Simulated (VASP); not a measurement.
These are PBE GGA with D3 dispersion (zero damping), VASP's PBE PAW potentials (set 64) (plane waves; VASP) values and carry that method's errors.

VASP ran on this input.

### KPOINTS
```
Automatic mesh
0
Gamma
11 11 11
0 0 0
```

**INCAR**
```
ALGO = Normal
EDIFF = 1E-6
EDIFFG = -0.01
ENCUT = 520
GGA = PE
IBRION = 2
ISIF = 3
ISMEAR = 1
IVDW = 11
LASPH = .True.
LCHARG = .False.
LMAXMIX = 4
LREAL = .False.
LWAVE = .False.
NELM = 100
NSW = 60
PREC = Accurate
SIGMA = 0.1
SYSTEM = NiAl
```

File POSCAR:
```
NiAl
1.0
  2.8900000000   0.0000000000   0.0000000000
  0.0000000000   2.8900000000   0.0000000000
  0.0000000000   0.0000000000   2.8900000000
Al Ni
1 1
Direct
  0.5000000000   0.5000000000   0.5000000000
  0.0000000000   0.0000000000   0.0000000000
```

POTCAR, in this order: Al Ni (PBE.64 set). Program: vasp_std.

Output of the run:

### OSZICAR
```
       N       E                     dE             d eps       ncg     rms          rms(c)
DAV:   1     0.397337933042E+02    0.39734E+02   -0.57397E+03  1136   0.134E+03
DAV:   2    -0.106857948083E+02   -0.50420E+02   -0.48126E+02  1124   0.205E+02
DAV:   3    -0.119361641149E+02   -0.12504E+01   -0.12382E+01  1344   0.421E+01
DAV:   4    -0.119566892412E+02   -0.20525E-01   -0.20513E-01  1254   0.476E+00
DAV:   5    -0.119573372766E+02   -0.64804E-03   -0.64802E-03  1300   0.892E-01    0.118E+01
DAV:   6    -0.138499665152E+02   -0.18926E+01   -0.58252E+01  1246   0.131E+02    0.157E+01
DAV:   7    -0.105555101846E+02    0.32945E+01   -0.16721E+01  1238   0.785E+01    0.112E+00
DAV:   8    -0.105484564634E+02    0.70537E-02   -0.43807E-01  1398   0.844E+00    0.101E+00
DAV:   9    -0.105350835448E+02    0.13373E-01   -0.56453E-02  1308   0.387E+00    0.184E-01
DAV:  10    -0.105347131119E+02    0.37043E-03   -0.15867E-03  1316   0.626E-01    0.746E-02
DAV:  11    -0.105347090211E+02    0.40908E-05   -0.43347E-05  1320   0.675E-02    0.265E-02
DAV:  12    -0.105347070107E+02    0.20103E-05   -0.37199E-06   978   0.355E-02    0.327E-03
DAV:  13    -0.105347065244E+02    0.48629E-06   -0.29494E-07   574   0.578E-03
   1 F= -.11174436E+02 E0= -.11174259E+02  d E =-.111744E+02
       N       E                     dE             d eps       ncg     rms          rms(c)
DAV:   1    -0.112687557535E+02   -0.73405E+00   -0.95438E+00  1220   0.572E+01    0.830E+00
DAV:   2    -0.121100385347E+02   -0.84128E+00   -0.28470E+01  1260   0.928E+01    0.101E+01
DAV:   3    -0.105002932868E+02    0.16097E+01   -0.92331E+00  1238   0.575E+01    0.890E-01
DAV:   4    -0.104997174163E+02    0.57587E-03   -0.12013E-01  1232   0.386E+00    0.802E-01
DAV:   5    -0.104940511335E+02    0.56663E-02   -0.21321E-02  1412   0.212E+00    0.197E-01
DAV:   6    -0.104939078125E+02    0.14332E-03   -0.11963E-03  1250   0.573E-01    0.587E-02
DAV:   7    -0.104938981516E+02    0.96609E-05   -0.47517E-05  1570   0.953E-02    0.206E-02
DAV:   8    -0.104938948654E+02    0.32863E-05   -0.88325E-06  1114   0.487E-02    0.452E-03
DAV:   9    -0.104938946963E+02    0.16903E-06   -0.41337E-07   586   0.781E-03
   2 F= -.11179326E+02 E0= -.11179066E+02  d E =-.489015E-02
       N       E                     dE             d eps       ncg     rms          rms(c)
DAV:   1    -0.106481867270E+02   -0.15429E+00   -0.16956E+00  1202   0.251E+01    0.323E+00
DAV:   2    -0.107693798847E+02   -0.12119E+00   -0.43787E+00  1244   0.363E+01    0.416E+00
DAV:   3    -0.105243962795E+02    0.24498E+00   -0.18089E+00  1270   0.232E+01    0.630E-01
DAV:   4    -0.105200133581E+02    0.43829E-02   -0.17050E-02  1304   0.202E+00    0.103E-01
DAV:   5    -0.105198835274E+02    0.12983E-03   -0.41659E-04  1222   0.204E-01    0.355E-02
DAV:   6    -0.105198900245E+02   -0.64971E-05   -0.17817E-05  1238   0.614E-02    0.160E-02
DAV:   7    -0.105198925706E+02   -0.25461E-05   -0.42222E-06   632   0.265E-02    0.517E-03
DAV:   8    -0.105198928304E+02   -0.25977E-06   -0.15673E-06   560   0.250E-02
   3 F= -.11185553E+02 E0= -.11185332E+02  d E =-.111167E-01
```

### OUTCAR
```
------------------------ aborting loop because EDIFF is reached ----------------------------------------
 Edisp (eV)   -0.66566
  FORCE on cell =-STRESS in cart. coord.  units (eV):
  Direction    XX          YY          ZZ          XY          YZ          ZX
  --------------------------------------------------------------------------------------
  Total       0.00325     0.00325     0.00325    -0.00000     0.00000    -0.00000
  in kB       0.22240     0.22240     0.22240    -0.00000     0.00000    -0.00000
  external pressure =        0.22 kB  Pullay stress =        0.00 kB
  volume of cell :       23.42
      direct lattice vectors                 reciprocal lattice vectors
     2.860964975  0.000000000 -0.000000000     0.349532416  0.000000000 -0.000000000
    -0.000000000  2.860964975 -0.000000000    -0.000000000  0.349532416 -0.000000000
     0.000000000  0.000000000  2.860964975     0.000000000  0.000000000  0.349532416
 POSITION                                       TOTAL-FORCE (eV/Angst)
 -----------------------------------------------------------------------------------
      1.43048      1.43048      1.43048        -0.000000     -0.000000      0.000000
      0.00000      0.00000      0.00000         0.000000      0.000000      0.000000
 -----------------------------------------------------------------------------------
    total drift:                                0.000000      0.000000      0.000000
  FREE ENERGIE OF THE ION-ELECTRON SYSTEM (eV)
  ---------------------------------------------------
  free  energy   TOTEN  =       -11.1855526107 eV

  energy  without entropy=      -11.1848915969  energy(sigma->0) =      -11.18533227

 reached required accuracy - stopping structural energy minimisation
```
(Selected blocks of OUTCAR.)

**CONTCAR**
```
NiAl
   1.00000000000000
     2.8609649748180566    0.0000000000000000   -0.0000000000000000
    -0.0000000000000000    2.8609649748180566   -0.0000000000000000
     0.0000000000000000    0.0000000000000000    2.8609649748180566
  Al              Ni
     1     1
Direct
     0.5000000000000000    0.5000000000000000    0.5000000000000000
     0.0000000000000000    0.0000000000000000    0.0000000000000000
```

Energy and stress use the plane-wave basis of the starting cell.

The compound is NiAl in the CsCl type structure. This run relaxes it. Symmetry was kept, so distortions that lower it aren't found. The run is not spin-polarised, so no magnetic state was tried. The electron count is odd and the run is not spin-polarised, which forces a metal.
